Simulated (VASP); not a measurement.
Method: revTPSS meta-GGA, VASP's PBE PAW potentials (set 64) (plane waves; VASP).

VASP input:

**KPOINTS**
```
Automatic mesh
0
Gamma
13 13 13
0 0 0
```

**POSCAR**
```
C
3.5263610
  0.0000000000   0.5000000294   0.5000000294
  0.5000000294   0.0000000000   0.5000000294
  0.5000000294   0.5000000294   0.0000000000
C
2
direct
  0.0000000000   0.0000000000   0.0000000000
  0.2500000000   0.2500000000   0.2500000000
```

**INCAR**
```
EDIFF=1E-7
NELM=100   ! most electronic steps
ISMEAR=0   ! Gaussian
METAGGA=RTPSS
PREC=Accurate
LMIXTAU=T
ISIF=2
LASPH=T   ! aspherical one-centre terms
SYSTEM=C
LREAL=F   ! projection in real space or not
SIGMA=0.05
ENCUT=520   ! plane-wave cut-off (eV)
LWAVE=F
LCHARG=F
ALGO=Normal
```

POTCAR, in this order: C (PBE.64 set). Program: vasp_std.

What VASP printed:

File OSZICAR:
```
       N       E                     dE             d eps       ncg     rms          rms(c)
DAV:   1    -0.216424479572E+01   -0.21642E+01   -0.52484E+03  1424   0.102E+03
DAV:   2    -0.205741142024E+02   -0.18410E+02   -0.17167E+02  2016   0.123E+02
DAV:   3    -0.206898490821E+02   -0.11573E+00   -0.11573E+00  1504   0.122E+01
DAV:   4    -0.206899909238E+02   -0.14184E-03   -0.14184E-03  2080   0.373E-01
DAV:   5    -0.206899909359E+02   -0.12102E-07   -0.12098E-07  1480   0.262E-03    0.546E+00
DAV:   6    -0.203993382095E+02    0.29065E+00   -0.92205E+00  1696   0.436E+01    0.371E+00
DAV:   7    -0.204468096763E+02   -0.47471E-01   -0.15572E-02  1448   0.157E+00    0.343E+00
DAV:   8    -0.197340305772E+02    0.71278E+00   -0.17395E+00  1568   0.186E+01    0.717E-01
DAV:   9    -0.204517372519E+02   -0.71771E+00   -0.11207E+00  1408   0.166E+01    0.734E-01
DAV:  10    -0.204517529174E+02   -0.15665E-04   -0.19977E-03  1536   0.586E-01    0.717E-01
DAV:  11    -0.204541565840E+02   -0.24037E-02   -0.10945E-03  1776   0.484E-01    0.302E-01
DAV:  12    -0.204761564800E+02   -0.22000E-01   -0.54762E-03  1592   0.810E-01    0.129E-01
DAV:  13    -0.204761169046E+02    0.39575E-04   -0.57663E-05  1528   0.945E-02    0.830E-02
DAV:  14    -0.204760570285E+02    0.59876E-04   -0.75689E-05  1688   0.899E-02    0.325E-02
DAV:  15    -0.204760618648E+02   -0.48363E-05   -0.13341E-05  1776   0.442E-02    0.209E-02
DAV:  16    -0.204760620833E+02   -0.21849E-06   -0.11525E-06  1432   0.190E-02    0.138E-02
DAV:  17    -0.204760639044E+02   -0.18211E-05   -0.50729E-06  1680   0.200E-02    0.229E-03
DAV:  18    -0.204760637872E+02    0.11720E-06   -0.24175E-07  1448   0.642E-03    0.435E-04
DAV:  19    -0.204760637719E+02    0.15380E-07   -0.44279E-09   672   0.920E-04
   1 F= -.20476064E+02 E0= -.20476064E+02  d E =-.167462E-15
```

**OUTCAR**
```
------------------------ aborting loop because EDIFF is reached ----------------------------------------
  FORCE on cell =-STRESS in cart. coord.  units (eV):
  Direction    XX          YY          ZZ          XY          YZ          ZX
  --------------------------------------------------------------------------------------
  Total        0.9719114      0.9719114      0.9719114      0.0000000      0.0000000      0.0000000
  in kB      142.0420300    142.0420300    142.0420300      0.0000000      0.0000000      0.0000000
  external PRESSURE =     142.0420300 kB  Pullay stress =       0.0000000 kB
  volume of cell :       10.96
      direct lattice vectors                 reciprocal lattice vectors
     0.000000000  1.763180603  1.763180603    -0.283578437  0.283578437  0.283578437
     1.763180603  0.000000000  1.763180603     0.283578437 -0.283578437  0.283578437
     1.763180603  1.763180603  0.000000000     0.283578437  0.283578437 -0.283578437
 POSITION                                       TOTAL-FORCE (eV/Angst)
 -----------------------------------------------------------------------------------
      0.00000      0.00000      0.00000         0.000000      0.000000      0.000000
      0.88159      0.88159      0.88159        -0.000000     -0.000000     -0.000000
 -----------------------------------------------------------------------------------
    total drift:                                0.000000      0.000000      0.000000
  FREE ENERGIE OF THE ION-ELECTRON SYSTEM (eV)
  ---------------------------------------------------
  free  energy   TOTEN  =       -20.4760637719 eV

  energy  without entropy=      -20.4760637719  energy(sigma->0) =      -20.47606377
```
(Selected blocks of OUTCAR.)

The compound is C in the diamond structure. This cell is one point of a volume scan, at 0.97 of the reference volume.
